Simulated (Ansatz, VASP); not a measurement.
# LiMo (LiMo in the B2 ordering): VASP beside Ansatz

One calculation is typed for both programs; each brings its own data sets. How far apart do they land? The cell is generated by rule, not measured, and may not be a known phase. The cell is taken from a series of runs on this material, whose earlier steps may have relaxed, scaled, displaced or heated it; both programs get it as it stands.

Calculated with Ansatz 0.2.0; plane waves, with VASP 6.6.1 beside it; PBEsol.

The structure was built from a prototype and need not be the compound's stable phase.

### Step 1. The structure

It takes space group Pm-3m (No. 221, cubic). Conventional cell: a = 2.952 Å, b = 2.952 Å, c = 2.952 Å, α = 90.00°, β = 90.00°, γ = 90.00°. Nearest to Li lie 8 Mo at 2.56 Å. Nearest to Mo lie 8 Li at 2.56 Å. Farther neighbours are not listed.

Structure file:

```cif
data_structure
_symmetry_space_group_name_H-M 'P 1'
_symmetry_Int_Tables_number 1
_cell_length_a 2.9521
_cell_length_b 2.9521
_cell_length_c 2.9521
_cell_angle_alpha 90.000
_cell_angle_beta 90.000
_cell_angle_gamma 90.000
_cell_volume 25.73
loop_
_atom_site_label
_atom_site_type_symbol
_atom_site_fract_x
_atom_site_fract_y
_atom_site_fract_z
_atom_site_occupancy
Li1 Li 0.00000 0.00000 0.00000 1
Mo2 Mo 0.50000 0.50000 0.50000 1
```

### Step 2. VASP: zone-centre phonons, PBEsol

Second derivatives magnify differences that forces hide, and they need a tight electronic threshold.

Lines of VASP's logs that name or quote its potential files are left out, and so is its time.

INCAR reads:

```
SYSTEM = LiMo
PREC = Accurate
ENCUT = 750
EDIFF = 1E-08
NELM = 120
ISMEAR = 1
SIGMA = 0.2
LREAL = .FALSE.
ALGO = Normal
GGA = PS
NBANDS = 14
LASPH = .TRUE.
LORBIT = 11
LWAVE = .FALSE.
LCHARG = .FALSE.
ISIF = 2
IBRION = 8
GGA_COMPAT = .FALSE.
```

POSCAR reads:

```
LiMo
1.0
    2.9520912081      0.0000000000      0.0000000000
    0.0000000000      2.9520912081      0.0000000000
    0.0000000000      0.0000000000      2.9520912081
Li Mo
1 1
Direct
    0.0000000000      0.0000000000      0.0000000000
    0.5000000000      0.5000000000      0.5000000000
```

KPOINTS reads:

```
Automatic mesh
0
Gamma
6 6 6
0 0 0
```

The projector-augmented-wave data sets are Li_sv and Mo_sv (PBE family, release 64).

The run is started by

```console
$ mpirun -np 1 vasp_std
```

Numbers of over 12 decimals in the logs are rounded to 6 here.

What it wrote:

```text
[banner, memory and clock lines left out]
running    1 mpi-ranks, on    1 nodes
 distrk:  each k-point on    1 cores,    1 groups
 distr:  one band on    1 cores,    1 groups

 POSCAR found type information on POSCAR LiMo
 POSCAR found :  2 types and       2 ions
|                                                                             |
|               ----> ADVICE to this user running VASP <----                  |
|                                                                             |
|     You enforced a specific xc type in the INCAR file but a different       |
|     [... a line on the potential file left out ...]
|     I HOPE YOU KNOW WHAT YOU ARE DOING!                                     |
|                                                                             |

 LDA part: xc-table for (Slater+PW92), standard interpolation
 POSCAR, INCAR and KPOINTS ok, starting setup
 FFT: planning ... GRIDC
 FFT: planning ... GRID_SOFT
 FFT: planning ... GRID
 WAVECAR not read
 entering main loop
       N       E                     dE             d eps       ncg     rms          rms(c)
DAV:   1     0.174121355206E+03    0.17412E+03   -0.11582E+04   560   0.160E+03
DAV:   2    -0.899817929862E+01   -0.18312E+03   -0.17774E+03   668   0.404E+02
DAV:   3    -0.130066375386E+02   -0.40085E+01   -0.39715E+01   764   0.575E+01
DAV:   4    -0.131392768777E+02   -0.13264E+00   -0.13252E+00   658   0.944E+00
DAV:   5    -0.131441892038E+02   -0.49123E-02   -0.49122E-02   800   0.144E+00    0.122E+01
DAV:   6    -0.119199356743E+02    0.12243E+01   -0.29033E+00   604   0.155E+01    0.186E+00
DAV:   7    -0.118964756888E+02    0.23460E-01   -0.80731E-02   704   0.228E+00    0.124E+00
DAV:   8    -0.118933721267E+02    0.31036E-02   -0.94113E-03   632   0.116E+00    0.229E-01
DAV:   9    -0.118935097520E+02   -0.13763E-03   -0.93267E-04   754   0.276E-01    0.724E-02
DAV:  10    -0.118935793558E+02   -0.69604E-04   -0.89873E-05   698   0.771E-02    0.278E-02
DAV:  11    -0.118935939979E+02   -0.14642E-04   -0.24871E-05   680   0.492E-02    0.574E-03
DAV:  12    -0.118935945445E+02   -0.54658E-06   -0.12151E-06   736   0.117E-02    0.136E-03
DAV:  13    -0.118935945277E+02    0.16798E-07   -0.37309E-07   690   0.564E-03    0.420E-04
DAV:  14    -0.118935945755E+02   -0.47758E-07   -0.66001E-09   600   0.730E-04    0.693E-05
DAV:  15    -0.118935945744E+02    0.10286E-08   -0.99297E-10   466   0.294E-04
   1 F= -.11893595E+02 E0= -.11891360E+02  d E =-.670337E-02
 Linear response reoptimize wavefunctions to high precision
DAV:   1    -0.118935945741E+02    0.38926E-09   -0.15827E-10   520   0.949E-05
DAV:   2    -0.118935945741E+02    0.36380E-11   -0.46311E-11   430   0.435E-05
 Linear response DOF=           2
 Linear response progress:
  Degree of freedom:   1/  2
       N       E                     dE             d eps       ncg     rms          rms(c)
RMM:   1    -0.191266580868E+00   -0.19127E+00    0.81210E+00  1655   0.200E+01
RMM:   2    -0.201824387658E+00   -0.10558E-01   -0.27294E-02  2035   0.103E+00    0.110E-01
RMM:   3    -0.201835704798E+00   -0.11317E-04   -0.23777E-03  2036   0.244E-01    0.661E-02
RMM:   4    -0.201788468271E+00    0.47237E-04   -0.85544E-04  2046   0.126E-01    0.115E-02
RMM:   5    -0.201774430484E+00    0.14038E-04   -0.53245E-04  2110   0.673E-02    0.444E-03
RMM:   6    -0.201755210462E+00    0.19220E-04   -0.31711E-04  2199   0.439E-02    0.794E-04
RMM:   7    -0.201757020655E+00   -0.18102E-05   -0.28395E-04  2203   0.349E-02    0.533E-04
RMM:   8    -0.201761026446E+00   -0.40058E-05   -0.27529E-04  2172   0.298E-02    0.307E-04
RMM:   9    -0.201764723584E+00   -0.36971E-05   -0.20554E-04  2262   0.264E-02    0.364E-04
RMM:  10    -0.201766289068E+00   -0.15655E-05   -0.19551E-04  2200   0.243E-02    0.514E-04
RMM:  11    -0.201771707619E+00   -0.54186E-05   -0.18221E-04  2049   0.228E-02    0.389E-04
RMM:  12    -0.201776500798E+00   -0.47932E-05   -0.16830E-04  2120   0.212E-02    0.362E-04
RMM:  13    -0.201778984012E+00   -0.24832E-05   -0.16738E-04  2164   0.198E-02    0.417E-04
RMM:  14    -0.201779775595E+00   -0.79158E-06   -0.13596E-04  1957   0.186E-02    0.582E-04
[...]
RMM:  18    -0.201791568666E+00   -0.38271E-05   -0.97304E-05  2241   0.143E-02    0.757E-04
RMM:  19    -0.201794528498E+00   -0.29598E-05   -0.10098E-04  2202   0.132E-02    0.822E-04
RMM:  20    -0.201797668149E+00   -0.31397E-05   -0.84621E-05  2153   0.119E-02    0.922E-04
RMM:  22    -0.201801136541E+00   -0.11283E-05   -0.58695E-05  2014   0.952E-03    0.109E-03
RMM:  23    -0.201802556185E+00   -0.14196E-05   -0.59473E-05  1985   0.855E-03    0.120E-03
RMM:  24    -0.201803155951E+00   -0.59977E-06   -0.40282E-05  2068   0.761E-03    0.125E-03
RMM:  25    -0.201804121943E+00   -0.96599E-06   -0.36419E-05  1977   0.670E-03    0.133E-03
RMM:  26    -0.201805475269E+00   -0.13533E-05   -0.25133E-05  2873   0.583E-03    0.136E-03
 first order change of Fermi-energy   0.77549E-04
 force on displaced ion       1 direction 1 :  -7.103  -0.000  -0.000
 Linear response progress:
  Degree of freedom:   2/  2
       N       E                     dE             d eps       ncg     rms          rms(c)
RMM:   1    -0.766040128227E+00   -0.76604E+00    0.36245E+00  1269   0.214E+01
RMM:   2    -0.571961898613E+00    0.19408E+00   -0.27469E-01  1774   0.373E+00    0.142E-01
RMM:   3    -0.570316445001E+00    0.16455E-02   -0.10048E-02  2007   0.601E-01    0.683E-02
RMM:   4    -0.569492325018E+00    0.82412E-03   -0.10910E-03  2297   0.193E-01    0.321E-02
RMM:   5    -0.569197898785E+00    0.29443E-03   -0.18223E-04  2315   0.687E-02    0.382E-03
RMM:   6    -0.569259017442E+00   -0.61119E-04   -0.54522E-05  2242   0.259E-02    0.133E-03
RMM:   7    -0.569280780001E+00   -0.21763E-04   -0.23359E-05  2337   0.128E-02    0.670E-04
RMM:   8    -0.569291261424E+00   -0.10481E-04   -0.13414E-05  2455   0.699E-03    0.159E-04
RMM:   9    -0.569287730906E+00    0.35305E-05   -0.11501E-05  2355   0.424E-03    0.117E-04
RMM:  10    -0.569290806276E+00   -0.30754E-05   -0.10799E-05  2268   0.291E-03    0.377E-05
RMM:  11    -0.569291287760E+00   -0.48148E-06   -0.76869E-06  2580   0.195E-03    0.221E-05
RMM:  12    -0.569291752268E+00   -0.46451E-06   -0.57027E-06  2559   0.139E-03    0.202E-05
RMM:  13    -0.569293369852E+00   -0.16176E-05   -0.43644E-06  2242   0.114E-03    0.455E-05
RMM:  14    -0.569292428804E+00    0.94105E-06   -0.32101E-06  2172   0.845E-04    0.160E-05
RMM:  15    -0.569292614801E+00   -0.18600E-06   -0.24904E-06  2381   0.594E-04    0.154E-05
RMM:  16    -0.569292781044E+00   -0.16624E-06   -0.19900E-06  2413   0.459E-04    0.136E-05
RMM:  17    -0.569293100201E+00   -0.31916E-06   -0.15213E-06  2308   0.379E-04    0.231E-06
RMM:  18    -0.569293083587E+00    0.16614E-07   -0.11925E-06  2702   0.279E-04    0.639E-06
RMM:  19    -0.569293057955E+00    0.25632E-07   -0.96203E-07  2425   0.219E-04    0.111E-05
RMM:  20    -0.569293072699E+00   -0.14744E-07   -0.76965E-07  2454   0.174E-04    0.127E-05
RMM:  21    -0.569293098752E+00   -0.26052E-07   -0.61949E-07  2430   0.141E-04    0.131E-05
RMM:  22    -0.569293091408E+00    0.73433E-08   -0.49555E-07  2126   0.113E-04    0.152E-05
RMM:  23    -0.569293140594E+00   -0.49186E-07   -0.40054E-07  2511   0.962E-05    0.135E-05
 first order change of Fermi-energy   0.18216E-03
 force on displaced ion       2 direction 1 :  -6.805  -0.000  -0.000
 Linear response finished
```

From OUTCAR (step 2):

```text
ion  position               nearest neighbor table
   1  0.000  0.000  0.000-   2 2.56   2 2.56   2 2.56   2 2.56   2 2.56   2 2.56   2 2.56   2 2.56

  LATTYP: Found a simple cubic cell.
 ALAT       =     2.9520912081

 Subroutine GETGRP returns: Found 48 space group operations
 (whereof 48 operations were pure point group operations)

The static configuration has the point symmetry O_h .

 Found     20 irreducible k-points:

   k-points           NKPTS =     20   k-points in BZ     NKDIM =     20   number of bands    NBANDS=     14

   dimension x,y,z NGX =    28 NGY =   28 NGZ =   28
   dimension x,y,z NGXF=    56 NGYF=   56 NGZF=   56

   ENCUT  =  750.0 eV  55.12 Ry    7.42 a.u.   6.59  6.59  6.59*2*pi/ulx,y,z

   NELECT =      17.0000    total number of electrons

 k-points in reciprocal lattice and weights: Automatic mesh
   0.00000000  0.00000000  0.00000000       0.005
   0.16666667  0.00000000  0.00000000       0.028
   0.33333333  0.00000000  0.00000000       0.028
   0.50000000  0.00000000  0.00000000       0.014
   0.16666667  0.16666667  0.00000000       0.056
   0.33333333  0.16666667  0.00000000       0.111
   0.50000000  0.16666667  0.00000000       0.056
   0.33333333  0.33333333  0.00000000       0.056
   0.50000000  0.33333333  0.00000000       0.056
[...]
0.50000000  0.50000000  0.33333333       0.028
   0.50000000  0.50000000  0.50000000       0.005

 average (electrostatic) potential at core
       1 -54.7027       2 -72.9055

  Total        0.0190858      0.0190858      0.0190858     -0.0000000      0.0000000      0.0000000
  in kB        1.1885899      1.1885899      1.1885899     -0.0000000      0.0000000      0.0000000
  external PRESSURE =       1.1885899 kB  Pullay stress =       0.0000000 kB

  energy-cutoff  :      750.00
  volume of cell :       25.73
      direct lattice vectors                 reciprocal lattice vectors
     2.952091208  0.000000000  0.000000000     0.338742921  0.000000000  0.000000000
     0.000000000  2.952091208  0.000000000     0.000000000  0.338742921  0.000000000
     0.000000000  0.000000000  2.952091208     0.000000000  0.000000000  0.338742921

 POSITION                                       TOTAL-FORCE (eV/Angst)
 -----------------------------------------------------------------------------------
      0.00000      0.00000      0.00000         0.000000      0.000000      0.000000
      1.47605      1.47605      1.47605         0.000000      0.000000      0.000000
 -----------------------------------------------------------------------------------
    total drift:                                0.000000      0.000000      0.000000

 Eigenvectors and eigenvalues of the dynamical matrix
 ----------------------------------------------------

   1 f  =   16.278753 THz   102.282419 2PiTHz  543.000738 cm-1    67.323481 meV
             X         Y         Z           dx          dy          dz
      0.000000  0.000000  0.000000     0.000000   -0.000000   -0.966724
      1.476046  1.476046  1.476046     0.000000   -0.000000    0.255822

   2 f  =   16.278753 THz   102.282419 2PiTHz  543.000738 cm-1    67.323481 meV
             X         Y         Z           dx          dy          dz
      0.000000  0.000000  0.000000     0.000000   -0.966724    0.000000
      1.476046  1.476046  1.476046     0.000000    0.255822    0.000000

   3 f  =   16.278753 THz   102.282419 2PiTHz  543.000738 cm-1    67.323481 meV
             X         Y         Z           dx          dy          dz
      0.000000  0.000000  0.000000     0.966724    0.000000   -0.000000
      1.476046  1.476046  1.476046    -0.255822    0.000000    0.000000

   4 f/i=    0.086299 THz     0.542230 2PiTHz    2.878611 cm-1     0.356902 meV
             X         Y         Z           dx          dy          dz
      0.000000  0.000000  0.000000    -0.004134    0.028139    0.254236
      1.476046  1.476046  1.476046    -0.015620    0.106336    0.960731

   5 f/i=    0.086299 THz     0.542230 2PiTHz    2.878611 cm-1     0.356902 meV
             X         Y         Z           dx          dy          dz
      0.000000  0.000000  0.000000    -0.132236    0.217420   -0.026215
      1.476046  1.476046  1.476046    -0.499705    0.821606   -0.099062

   6 f/i=    0.086299 THz     0.542230 2PiTHz    2.878611 cm-1     0.356902 meV
             X         Y         Z           dx          dy          dz
      0.000000  0.000000  0.000000     0.218955    0.131839   -0.011032
      1.476046  1.476046  1.476046     0.827410    0.498207   -0.041690

 ELASTIC MODULI CONTR FROM IONIC RELAXATION (kBar)
 Direction    XX          YY          ZZ          XY          YZ          ZX
 --------------------------------------------------------------------------------
 XX           0.0000      0.0000      0.0000      0.0000      0.0000      0.0000
 YY           0.0000      0.0000      0.0000      0.0000      0.0000      0.0000
 ZZ           0.0000      0.0000      0.0000      0.0000      0.0000      0.0000
 XY           0.0000      0.0000      0.0000      0.0000      0.0000      0.0000
 YZ           0.0000      0.0000      0.0000      0.0000      0.0000      0.0000
 ZX           0.0000      0.0000      0.0000      0.0000      0.0000      0.0000
 --------------------------------------------------------------------------------
```

This run has no spin polarisation. Its electron count is odd, so without a moment it is a metal by construction. Energies printed during the response cycles are not total energies of the cell. The k-mesh is coarse for a metal.

[end of part 1 of 2]

[Lines on the potential files, build, host, timing and source positions are cut from VASP's logs without a mark.]

[Logs are printed without paths, hosts, clocks, repeated set-up lines and the standing remarks that a program may print on its own settings, such as how far it seeks lower states.]

[Hosts, paths, dates, database ids (printed as entryN), source tags and the programs' standing remarks are cut or masked in the printed files.]
